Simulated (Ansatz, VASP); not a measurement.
CdInI3: VASP beside Ansatz

INCAR

```
SYSTEM = CdInI3
PREC = Accurate
ENCUT = 600
EDIFF = 1E-7
ISMEAR = 0
SIGMA = 0.1
LREAL = .False.
LASPH = .True.
NELM = 100
ALGO = Normal
ISIF = 3
LWAVE = .False.
LCHARG = .False.
GGA = PE
IBRION = 2
NSW = 100
EDIFFG = -0.01
```

Contents of KPOINTS:

```
Automatic mesh
0
Gamma
  6 6 6
  0 0 0
```

File POSCAR:

```
CdInI3
1.0
    5.9382667399      0.0000000000      0.0000000000
    0.0000000000      5.9382667399      0.0000000000
    0.0000000000      0.0000000000      5.9382667399
Cd In I
1 1 3
Direct
    0.5000000000      0.5000000000      0.5000000000
    0.0000000000      0.0000000000      0.0000000000
    0.5000000000      0.0000000000      0.0000000000
    0.0000000000      0.5000000000      0.0000000000
    0.0000000000      0.0000000000      0.5000000000
```

Input for Ansatz:

```yaml
crystal:
  lattice:
    - [5.9382667399, 0.0, 0.0]
    - [0.0, 5.9382667399, 0.0]
    - [0.0, 0.0, 5.9382667399]
  atoms:
    - { symbol: Cd, position: [0.5, 0.5, 0.5] }
    - { symbol: In, position: [0.0, 0.0, 0.0] }
    - { symbol: I, position: [0.5, 0.0, 0.0] }
    - { symbol: I, position: [0.0, 0.5, 0.0] }
    - { symbol: I, position: [0.0, 0.0, 0.5] }
basis:
  ecutwfc: 420
kpoints:
  mp_grid: { grid: [6, 6, 6] }
hamiltonian:
  xc: pbe
scf:
  occupations: { method: gaussian, width: 0.1 }
output:
  forces: true
  stress: true
  eigenvalues: true
relax:
  adjacent_minimum: "off"
  f_tol: 0.01
  max_steps: 80
  cell: { stress_tol: 0.05 }
```

Alike in both runs: task relaxation of cell and atoms; functional PBE; k mesh 6 × 6 × 6; occupations gaussian, width 0.1 eV; no spin polarisation.

|  | VASP | Ansatz |
| --- | --- | --- |
| version | VASP 6.6.1 | Ansatz 0.2.0 |
| potentials or method | VASP PAW PBE potentials, release 64 (Cd, In_d, I) | scalar-relativistic, plane waves, PAW |
| plane-wave cutoff (eV) | 600 | 420 |
| valence electrons in the cell | 46 | 84 |

```csv
,VASP,Ansatz,Ansatz less VASP
"gap on the k mesh at the Fermi level, each at its own relaxed structure (eV)",none,none,-
relaxed volume (Å³/atom),42.37,42.39,+0.025
relaxed cell length with the largest relative difference (Å),5.961,5.962,+0.0012
```

A gap of «none» marks a metal or a gap that the smearing closes. The two sets of potentials don't hold the same shells in valence.

The runs have no spin-orbit coupling, so splittings on I are missing.
